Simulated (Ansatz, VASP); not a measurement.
**Hf2Pd2Se2Br2O3 in VASP and in Ansatz**

```
Hf Pd Se Br O
1.0
     5.83650    0.00503   -0.00290
    -0.53444    5.92358    0.03458
    -1.50388   -0.93861    6.73332
Hf Pd Se Br O
2 2 2 2 3
Direct
  0.74540 0.39602 0.34989
  0.28763 0.45322 0.59401
  0.90854 0.13294 0.84849
  0.25249 0.90323 0.35874
  0.63469 0.40355 0.93716
  0.62597 0.78174 0.53023
  0.85273 0.99089 0.15355
  0.22526 0.82084 0.86223
  0.96040 0.28925 0.59026
  0.43233 0.24524 0.40864
  0.07457 0.58308 0.36682
```

Change from the starting cell: volume scaled by 1.04.

Alike in both runs: task single point; functional PBE; k mesh 5 × 5 × 4; occupations fermi-dirac, width 0.05 eV; no spin polarisation.

|  | VASP | Ansatz |
| --- | --- | --- |
| version | VASP 6.6.1 | Ansatz 0.2.0 |
| potentials or method | VASP PAW PBE potentials, release 64 (Hf_pv, Pd, Se, Br, O) | Ansatz PAW |
| plane-wave cutoff (eV) | 520 | 420 |
| valence electrons in the cell | 84 | 152 |

Ansatz gave:

* gap on the k mesh at the Fermi level (eV): 0.21
* least direct gap on the mesh (eV): 0.43
* pressure (GPa): -3.6
* largest component of the traceless stress (GPa): 0.50
* rms of the force components (eV/Å): 0.189

**Question.** Estimate VASP's values.

**Answer.** gap on the k mesh at the Fermi level (eV): 0.19; least direct gap on the mesh (eV): 0.42; pressure (GPa): -4.1; largest component of the traceless stress (GPa): 0.66; rms of the force components (eV/Å): 0.243.

Atom by atom the forces differ by 0.061 eV/Å (rms over components). The two sets of potentials don't hold the same shells in valence.

Caveats: spin-orbit coupling is left out, which moves the levels of the heavy elements; an odd mesh through Γ misses points on the zone boundary, where band edges often lie (VASP); odd divisions of the mesh miss points on the zone boundary, where band edges often lie, so the gap on the mesh can be too wide (Ansatz).
